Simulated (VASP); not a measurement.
Computed with LDA (Ceperley-Alder, Perdew-Zunger), VASP's LDA PAW potentials (set 64) (plane waves; VASP).

VASP input:

INCAR:
```
SYSTEM=Be
ISMEAR=0
ISIF=2
LWAVE=.FALSE.
LASPH=.TRUE.
SIGMA=0.272
NELM=100   ! most electronic steps
ALGO=Normal   ! blocked Davidson
LCHARG=.FALSE.
PREC=Accurate
ENCUT=300   ! plane-wave cut-off (eV)
LREAL=.FALSE.
EDIFF=1E-6
```

**POSCAR**
```
Be
1
    2.2647800000     0.0000000000     0.0000000000
   -1.1323900000     1.9613570000     0.0000000000
    0.0000000000     0.0000000000     3.5741000000
Be
2
Direct
  0.3327900000   0.6698070000   0.7503390000
  0.6672100000   0.3301930000   0.2496610000
```

File KPOINTS:
```
Automatic mesh
0
Gamma
13 13 8
0 0 0
```

POTCAR, in this order: Be (LDA.64 set). Program: vasp_std.

Q: What will the output report for the number of irreducible k-points (NKPTS), largest plane-wave count, number of space-group operations, FFT grid (NGX, NGY, NGZ)?

A: 
The number of irreducible k-points (NKPTS) is 677 and the largest plane-wave count is 196. The number of space-group operations is 2 and the FFT grid (NGX, NGY, NGZ) is 14 × 14 × 20.

The structure comes from a computed database's Be entry; how it stands against other phases isn't given here. The cell was not relaxed at this level, atoms are displaced from their ideal sites. The run is one of a series of settings (GGA removed, POTCAR Be (LDA.64 set) against the base run), some of them coarse on purpose.
